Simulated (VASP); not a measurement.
# Zr2Ni: structure and properties in VASP, part 17 of 17

Aim: relax Zr2Ni, then compute properties on the relaxed cell. The start is a cell from a database of measured crystal structures.

VASP 6.6.1, plane waves and PAW; the level of theory is named at each step.

Still holding for the runs below: This run allows spin, but its moments start at zero, where symmetry between the spins tends to hold them, which is where the search above led.

So far. Step 20 (Volume scan with r2SCAN + rVV10 (run 7)): The pressure falls from -4.80 to -6.85 GPa. The parabola predicted -6.83 GPa, +0.02 GPa off. Step 22 (Fit for r2SCAN + rVV10): The fit over cells of fixed shape and fractional positions puts the volume +0.28 % from the relaxed one. At a finite cutoff and mesh the minimum of the energy and the zero of the stress don't quite coincide, and the relaxation stops at a threshold. The relaxed cell has a = 6.450, c = 5.225 Å (conventional setting).

## Step 23: A single point (r2SCAN + rVV10) with a changed input

This step: r2SCAN with rVV10, zero-moment start; plane waves and PAW (Zr_sv, Ni) (VASP 6.6.1).

A single point gives energy, forces and stress at these settings. Some settings are moved from the usual, to see what they do.

The input, INCAR:

```
SYSTEM = Zr2Ni
PREC = Accurate
ENCUT = 400
EDIFF = 1E-06
NELM = 100
ISMEAR = 1
SIGMA = 0.2
LREAL = .FALSE.
ALGO = Normal
METAGGA = R2SCAN
LUSE_VDW = .TRUE.
IVDW_NL = 2
BPARAM = 11.95
CPARAM = 0.0093
LASPH = .TRUE.
NBANDS = 38
ISPIN = 2
MAGMOM = -0 -0 -0 -0 0 0
LMAXMIX = 4
LORBIT = 11
LWAVE = .FALSE.
LCHARG = .FALSE.
KPAR = 8
ISIF = 2
```

The input, POSCAR:

```
Zr2Ni
1.0
   -3.2248219807      3.2248219807      2.6123026764
    3.2248219807     -3.2248219807      2.6123026764
    3.2248219807      3.2248219807     -2.6123026764
Zr Ni
4 2
Direct
    0.6641183882      0.1641183882      0.8282367764
    0.1641183882      0.3358816118      0.5000000000
    0.3358816118      0.8358816118      0.1717632236
    0.8358816118      0.6641183882      0.5000000000
    0.2500000000      0.2500000000      0.0000000000
    0.7500000000      0.7500000000      0.0000000000
```

The input, KPOINTS:

```
Automatic mesh
0
Gamma
7 7 7
0 0 0
```

Potentials, in the order of the species: Zr_sv and Ni (PBE family, release 64).

On the command line:

```
> mpirun -np 8 vasp_std
```

Output:

```text
[... set-up lines as in an earlier step ...]
 entering main loop
       N       E                     dE             d eps       ncg     rms          rms(c)
Total rVV10 correction in eV:      1.4521748    70.4878365
Total rVV10 correction in eV:      1.4521748    70.4878365
Total rVV10 correction in eV:      1.4521748    70.4878365
Total rVV10 correction in eV:      1.4521748    70.4878365
Total rVV10 correction in eV:      1.4521748    70.4878365
Total rVV10 correction in eV:      1.4521748    70.4878365
Total rVV10 correction in eV:      1.4521748    70.4878365
Total rVV10 correction in eV:      1.4521748    70.4878365
DAV:   1     0.718701843926E+03    0.71870E+03   -0.29593E+04  6080   0.170E+03
DAV:   2    -0.486684243996E+02   -0.76737E+03   -0.75716E+03  6990   0.515E+02
DAV:   3    -0.135800516318E+03   -0.87132E+02   -0.84762E+02 10112   0.163E+02
DAV:   4    -0.147298342070E+03   -0.11498E+02   -0.11326E+02  9378   0.479E+01
DAV:   5    -0.148438087780E+03   -0.11397E+01   -0.11328E+01 10402   0.143E+01    0.385E+01
Total rVV10 correction in eV:      1.3348695    70.4878382
Total rVV10 correction in eV:      1.3348695    70.4878382
Total rVV10 correction in eV:      1.3348695    70.4878382
Total rVV10 correction in eV:      1.3348695    70.4878382
Total rVV10 correction in eV:      1.3348695    70.4878382
Total rVV10 correction in eV:      1.3348695    70.4878382
Total rVV10 correction in eV:      1.3348695    70.4878382
Total rVV10 correction in eV:      1.3348695    70.4878382
DAV:   6    -0.135470947497E+03    0.12967E+02   -0.28735E+02  7576   0.180E+02    0.426E+01
Total rVV10 correction in eV:      1.3592270    70.4878389
Total rVV10 correction in eV:      1.3592270    70.4878389
Total rVV10 correction in eV:      1.3592270    70.4878389
Total rVV10 correction in eV:      1.3592270    70.4878389
Total rVV10 correction in eV:      1.3592270    70.4878389
Total rVV10 correction in eV:      1.3592270    70.4878389
Total rVV10 correction in eV:      1.3592270    70.4878389
Total rVV10 correction in eV:      1.3592270    70.4878389
DAV:   7    -0.115866044761E+03    0.19605E+02   -0.74449E+01  8330   0.605E+01    0.110E+01
Total rVV10 correction in eV:      1.3550078    70.4878386
Total rVV10 correction in eV:      1.3550078    70.4878386
Total rVV10 correction in eV:      1.3550078    70.4878386
Total rVV10 correction in eV:      1.3550078    70.4878386
Total rVV10 correction in eV:      1.3550078    70.4878386
Total rVV10 correction in eV:      1.3550078    70.4878386
Total rVV10 correction in eV:      1.3550078    70.4878386
Total rVV10 correction in eV:      1.3550078    70.4878386
DAV:   8    -0.116055673966E+03   -0.18963E+00   -0.26247E+01  8366   0.397E+01    0.121E+01
Total rVV10 correction in eV:      1.3354556    70.4878382
Total rVV10 correction in eV:      1.3354556    70.4878382
Total rVV10 correction in eV:      1.3354556    70.4878382
Total rVV10 correction in eV:      1.3354556    70.4878382
Total rVV10 correction in eV:      1.3354556    70.4878382
Total rVV10 correction in eV:      1.3354556    70.4878382
Total rVV10 correction in eV:      1.3354556    70.4878382
Total rVV10 correction in eV:      1.3354556    70.4878382
DAV:   9    -0.115472978293E+03    0.58270E+00   -0.12070E+01  9398   0.303E+01    0.408E+00
Total rVV10 correction in eV:      1.3355839    70.4878385
Total rVV10 correction in eV:      1.3355839    70.4878385
Total rVV10 correction in eV:      1.3355839    70.4878385
Total rVV10 correction in eV:      1.3355839    70.4878385
Total rVV10 correction in eV:      1.3355839    70.4878385
Total rVV10 correction in eV:      1.3355839    70.4878385
Total rVV10 correction in eV:      1.3355839    70.4878385
Total rVV10 correction in eV:      1.3355839    70.4878385
DAV:  10    -0.115453640937E+03    0.19337E-01   -0.86761E-01  8438   0.494E+00    0.249E+00
Total rVV10 correction in eV:      1.3324650    70.4878384
Total rVV10 correction in eV:      1.3324650    70.4878384
Total rVV10 correction in eV:      1.3324650    70.4878384
Total rVV10 correction in eV:      1.3324650    70.4878384
Total rVV10 correction in eV:      1.3324650    70.4878384
Total rVV10 correction in eV:      1.3324650    70.4878384
Total rVV10 correction in eV:      1.3324650    70.4878384
Total rVV10 correction in eV:      1.3324650    70.4878384
DAV:  11    -0.115442091562E+03    0.11549E-01   -0.23582E-01  8180   0.385E+00    0.611E-01
Total rVV10 correction in eV:      1.3339930    70.4878384
Total rVV10 correction in eV:      1.3339930    70.4878384
Total rVV10 correction in eV:      1.3339930    70.4878384
Total rVV10 correction in eV:      1.3339930    70.4878384
Total rVV10 correction in eV:      1.3339930    70.4878384
Total rVV10 correction in eV:      1.3339930    70.4878384
Total rVV10 correction in eV:      1.3339930    70.4878384
Total rVV10 correction in eV:      1.3339930    70.4878384
DAV:  12    -0.115444780660E+03   -0.26891E-02   -0.40773E-02  8440   0.119E+00    0.251E-01
Total rVV10 correction in eV:      1.3347320    70.4878384
Total rVV10 correction in eV:      1.3347320    70.4878384
Total rVV10 correction in eV:      1.3347320    70.4878384
Total rVV10 correction in eV:      1.3347320    70.4878384
Total rVV10 correction in eV:      1.3347320    70.4878384
Total rVV10 correction in eV:      1.3347320    70.4878384
Total rVV10 correction in eV:      1.3347320    70.4878384
Total rVV10 correction in eV:      1.3347320    70.4878384
DAV:  13    -0.115444660183E+03    0.12048E-03   -0.20145E-03  9076   0.279E-01    0.834E-02
Total rVV10 correction in eV:      1.3348230    70.4878384
Total rVV10 correction in eV:      1.3348230    70.4878384
Total rVV10 correction in eV:      1.3348230    70.4878384
Total rVV10 correction in eV:      1.3348230    70.4878384
Total rVV10 correction in eV:      1.3348230    70.4878384
Total rVV10 correction in eV:      1.3348230    70.4878384
Total rVV10 correction in eV:      1.3348230    70.4878384
Total rVV10 correction in eV:      1.3348230    70.4878384
DAV:  14    -0.115444645555E+03    0.14628E-04   -0.12766E-04  9714   0.733E-02    0.438E-02
Total rVV10 correction in eV:      1.3348388    70.4878384
Total rVV10 correction in eV:      1.3348388    70.4878384
Total rVV10 correction in eV:      1.3348388    70.4878384
Total rVV10 correction in eV:      1.3348388    70.4878384
Total rVV10 correction in eV:      1.3348388    70.4878384
Total rVV10 correction in eV:      1.3348388    70.4878384
Total rVV10 correction in eV:      1.3348388    70.4878384
Total rVV10 correction in eV:      1.3348388    70.4878384
DAV:  15    -0.115444633157E+03    0.12397E-04   -0.38056E-05  7804   0.549E-02    0.183E-02
Total rVV10 correction in eV:      1.3349410    70.4878384
Total rVV10 correction in eV:      1.3349410    70.4878384
Total rVV10 correction in eV:      1.3349410    70.4878384
Total rVV10 correction in eV:      1.3349410    70.4878384
Total rVV10 correction in eV:      1.3349410    70.4878384
Total rVV10 correction in eV:      1.3349410    70.4878384
Total rVV10 correction in eV:      1.3349410    70.4878384
Total rVV10 correction in eV:      1.3349410    70.4878384
DAV:  16    -0.115444632043E+03    0.11148E-05   -0.32837E-05  8734   0.434E-02    0.125E-02
Total rVV10 correction in eV:      1.3349533    70.4878384
Total rVV10 correction in eV:      1.3349533    70.4878384
Total rVV10 correction in eV:      1.3349533    70.4878384
Total rVV10 correction in eV:      1.3349533    70.4878384
Total rVV10 correction in eV:      1.3349533    70.4878384
Total rVV10 correction in eV:      1.3349533    70.4878384
Total rVV10 correction in eV:      1.3349533    70.4878384
Total rVV10 correction in eV:      1.3349533    70.4878384
DAV:  17    -0.115444632088E+03   -0.44877E-07   -0.86755E-06  6956   0.217E-02
Total rVV10 correction in eV:      1.3349561    70.4878384
Total rVV10 correction in eV:      1.3349561    70.4878384
Total rVV10 correction in eV:      1.3349561    70.4878384
Total rVV10 correction in eV:      1.3349561    70.4878384
Total rVV10 correction in eV:      1.3349561    70.4878384
Total rVV10 correction in eV:      1.3349561    70.4878384
Total rVV10 correction in eV:      1.3349561    70.4878384
Total rVV10 correction in eV:      1.3349561    70.4878384
Total rVV10 correction in eV:      1.3349576    70.4878384
Total rVV10 correction in eV:      1.3349576    70.4878384
Total rVV10 correction in eV:      1.3349576    70.4878384
Total rVV10 correction in eV:      1.3349576    70.4878384
Total rVV10 correction in eV:      1.3349576    70.4878384
Total rVV10 correction in eV:      1.3349576    70.4878384
Total rVV10 correction in eV:      1.3349576    70.4878384
Total rVV10 correction in eV:      1.3349576    70.4878384
   1 F= -.11544463E+03 E0= -.11544442E+03  d E =-.632558E-03  mag=    -0.0000
```

Elapsed: 1.9 min, on 8 MPI ranks of Intel Xeon 6975P-C (Granite Rapids), shared host; peak memory 4.6 GiB; 15 min of CPU time.

Parts of OUTCAR (step 23):

```text
   k-points           NKPTS =     40   k-points in BZ     NKDIM =     40   number of bands    NBANDS=     38

   NELECT =      68.0000    total number of electrons

 E-fermi :   9.4913

 spin component 1
 k-point     1 :       0.0000    0.0000    0.0000
  band No.  band energies     occupation
    ...
     29       8.5068      1.00000
     30       8.5068      1.00000
     31       8.5588      1.00000
     32       9.3120      1.01085
     33       9.3120      1.01084
     34       9.5810      0.15956
     35       9.6343      0.03505
     36       9.8761     -0.01014
     37       9.8761     -0.01014
     38      10.0582     -0.00023

 k-point     2 :       0.1429    0.0000    0.0000
  band No.  band energies     occupation
    ...
     30       8.5439      1.00000
     31       8.6269      1.00000
     32       8.7623      1.00000
     33       9.0332      1.00280
     34       9.0842      1.00711
     35       9.8545     -0.01383
     36      10.0560     -0.00024
     37      10.1248     -0.00004
     38      10.6291     -0.00000

  Total       -0.0115509     -0.0115509     -0.0234386      0.0000000     -0.0000000      0.0000000
  in kB       -0.1703071     -0.1703071     -0.3455784      0.0000000     -0.0000000      0.0000000
  external PRESSURE =      -0.2287309 kB  Pullay stress =       0.0000000 kB

 POSITION                                       TOTAL-FORCE (eV/Angst)
 -----------------------------------------------------------------------------------
      1.05851      4.28333      0.00000        -0.000292     -0.000292      0.000000
      2.16632      1.05851      0.00000         0.000292     -0.000292     -0.000000
      2.16632     -1.05851      2.61230         0.000292      0.000292     -0.000000
      1.05851      2.16632      2.61230        -0.000292      0.000292     -0.000000
      0.00000      0.00000      1.30615        -0.000000     -0.000000     -0.000000
      0.00000      0.00000      3.91845        -0.000000     -0.000000     -0.000000
 -----------------------------------------------------------------------------------
    total drift:                                0.000000     -0.000000     -0.000000

  FREE ENERGIE OF THE ION-ELECTRON SYSTEM (eV)
  ---------------------------------------------------
  free  energy   TOTEN  =      -115.4446320875 eV

  energy  without entropy=     -115.4439995299  energy(sigma->0) =     -115.44442123

 magnetization (x)
# of ion       s       p       d       tot
------------------------------------------
    1       -0.000  -0.000  -0.000  -0.000
    2       -0.000  -0.000  -0.000  -0.000
    3       -0.000  -0.000  -0.000  -0.000
    4       -0.000  -0.000  -0.000  -0.000
    5       -0.000  -0.000   0.000   0.000
    6       -0.000  -0.000   0.000   0.000
--------------------------------------------------
tot         -0.000  -0.000  -0.000  -0.000

[... 9 parts as in an earlier step ...]

[... 11 further parts left out ...]
```

This step gave:

```
bands                   : 38
free energy (TOTEN)     : -115.4446 eV
energy at zero smearing : -115.4444 eV
Fermi energy            : 9.491 eV
pressure                : -0.02287 GPa
```

Against the sound run “volume scan with r2SCAN + rVV10”, the energy at zero smearing moves by -0.0 meV an atom, the pressure by +0.02 GPa and the Fermi level by -0.00 eV.

## Step 24: What came out

```
relaxed volume                            : 18.11 Å³/atom
relaxed conventional cell a, b, c         : 6.450, 6.450, 5.225 Å
space group after relaxing, within 0.02 Å : I4/mcm (No. 140)
moment of the cell                        : 0 μB
band gap                                  : none, a metal
DOS at the Fermi level                    : 6.23 states/eV/cell
highest zone-centre mode                  : 215 cm⁻¹
bulk modulus from the fit                 : 129 GPa
volume from the fit                       : 18.2 Å³/atom
```

In words: With r2SCAN + rVV10, Zr2Ni relaxes to 18.11 Å³/atom in space group I4/mcm (held by the symmetry of the run), comes out as a metal and has a bulk modulus of 129 GPa at fixed shape and positions, an upper bound. Against the listed cell the volume lies -1.2 % (a -0.4 %, c -0.3 %). At r2SCAN + rVV10 the magnetic starts gave no state below the non-magnetic one; other levels were not tested for magnetism. Bands along the symmetry lines (r2SCAN + rVV10): Of the bands kept, 3 cross the Fermi level on this path. Zone-centre phonons (r2SCAN + rVV10): The highest mode in this list at Γ, 214.8 cm⁻¹, is mostly motion of Ni (81 % of the kinetic energy). Spin-orbit coupling is left out; it would split some degenerate bands. Modes at Γ alone can't show that the crystal is stable at other wave vectors. No search among competing phases was made, and a listed structure need not be the one stable at ambient conditions. All values are for a static lattice at zero temperature.

[Lines on the potential files, build, host, timing and source positions are cut from VASP's logs without a mark.]

[Logs are printed without paths, hosts, clocks, repeated set-up lines and the standing remarks that a program may print on its own settings, such as how far it seeks lower states.]

[Hosts, paths, dates, database ids (printed as entryN), source tags and the programs' standing remarks are cut or masked in the printed files.]

[A measured line is paired with the nearest computed mode of its activity, which favours agreement.]

[In band tables of VASP the shares of atoms and orbitals are scaled to a sum of 1 inside the atoms' spheres.]
